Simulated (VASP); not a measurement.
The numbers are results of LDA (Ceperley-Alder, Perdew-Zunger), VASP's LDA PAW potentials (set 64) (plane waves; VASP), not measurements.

VASP input:

**INCAR**
```
SYSTEM=NiSi2
PREC=Accurate; ENCUT=500; LREAL=F
LASPH=T
EDIFF=1E-6; NELM=100; ALGO=Normal
LMAXMIX=4
ISMEAR=1; SIGMA=0.1
IBRION=2; NSW=40; ISIF=3
EDIFFG=-0.02; PSTRESS=450
LWAVE=F; LCHARG=F
```

File KPOINTS:
```
Automatic mesh
0
Gamma
10 10 10
0 0 0
```

File POSCAR:
```
NiSi2
1
   -0.0000000000     2.5223251943     2.5223251943
    2.5223251943     0.0000000000     2.5223251943
    2.5223251943     2.5223251943    -0.0000000000
Si Ni
2 1
Direct
  0.2500000000   0.2500000000   0.2500000000
  0.7500000000   0.7500000000   0.7500000000
  1.0000000000   1.0000000000   1.0000000000
```

POTCAR, in this order: Si Ni (LDA.64 set). Program: vasp_std.

The resulting files:

### OSZICAR
```
       N       E                     dE             d eps       ncg     rms          rms(c)
DAV:   1     0.752224049011E+02    0.75222E+02   -0.81876E+03  1238   0.146E+03
DAV:   2    -0.168228542411E+02   -0.92045E+02   -0.86578E+02  1277   0.269E+02
DAV:   3    -0.213782730536E+02   -0.45554E+01   -0.44872E+01  1527   0.669E+01
DAV:   4    -0.214810205653E+02   -0.10275E+00   -0.10228E+00  1483   0.898E+00
DAV:   5    -0.214833987055E+02   -0.23781E-02   -0.23779E-02  1569   0.145E+00    0.190E+01
DAV:   6    -0.237314365183E+02   -0.22480E+01   -0.44666E+01  1393   0.174E+02    0.198E+01
DAV:   7    -0.192196442447E+02    0.45118E+01   -0.13839E+01  1485   0.114E+02    0.443E+00
DAV:   8    -0.192400376320E+02   -0.20393E-01   -0.14068E+00  1898   0.166E+01    0.309E+00
DAV:   9    -0.191595087122E+02    0.80529E-01   -0.31167E-01  1477   0.144E+01    0.492E-01
DAV:  10    -0.191586601796E+02    0.84853E-03   -0.23305E-02  1603   0.392E+00    0.281E-01
DAV:  11    -0.191580237844E+02    0.63640E-03   -0.23248E-03  1826   0.117E+00    0.788E-02
DAV:  12    -0.191580378664E+02   -0.14082E-04   -0.17823E-04  1948   0.195E-01    0.195E-02
DAV:  13    -0.191580343927E+02    0.34737E-05   -0.12813E-05  1893   0.785E-02    0.160E-02
DAV:  14    -0.191580342189E+02    0.17385E-06   -0.11902E-06   951   0.118E-02
   1 F= -.10143669E+02 E0= -.10143472E+02  d E =-.101437E+02
```

File OUTCAR:
```
------------------------ aborting loop because EDIFF is reached ----------------------------------------
  FORCE on cell =-STRESS in cart. coord.  units (eV):
  Direction    XX          YY          ZZ          XY          YZ          ZX
  --------------------------------------------------------------------------------------
  Total        8.9947408      8.9947408      8.9947408     -0.0000000     -0.0000000      0.0000000
  in kB      449.0203320    449.0203320    449.0203320     -0.0000000     -0.0000000      0.0000000
  external PRESSURE =      -0.9796680 kB  Pullay stress =     450.0000000 kB
  volume of cell :       32.09
      direct lattice vectors                 reciprocal lattice vectors
     0.000000000  2.522325194  2.522325194    -0.198229793  0.198229793  0.198229793
     2.522325194  0.000000000  2.522325194     0.198229793 -0.198229793  0.198229793
     2.522325194  2.522325194  0.000000000     0.198229793  0.198229793 -0.198229793
 POSITION                                       TOTAL-FORCE (eV/Angst)
 -----------------------------------------------------------------------------------
      1.26116      1.26116      1.26116        -0.000000     -0.000000      0.000000
      3.78349      3.78349      3.78349         0.000000      0.000000     -0.000000
      0.00000      0.00000      0.00000        -0.000000      0.000000     -0.000000
 -----------------------------------------------------------------------------------
    total drift:                               -0.000000     -0.000000      0.000000
  FREE ENERGIE OF THE ION-ELECTRON SYSTEM (eV)
  ---------------------------------------------------
  free  energy   TOTEN  =       -19.1580342189 eV

  energy  without entropy=      -19.1574452769  energy(sigma->0) =      -19.15783790
  enthalpy is  TOTEN    =       -10.1436687711 eV   P V=        9.0143654478

 reached required accuracy - stopping structural energy minimisation
```
(Selected blocks of OUTCAR.)

The compound is NiSi2 in the fluorite structure. It was relaxed first under an external pressure of 45 GPa. The run is not spin-polarised, so no magnetic state was tried.
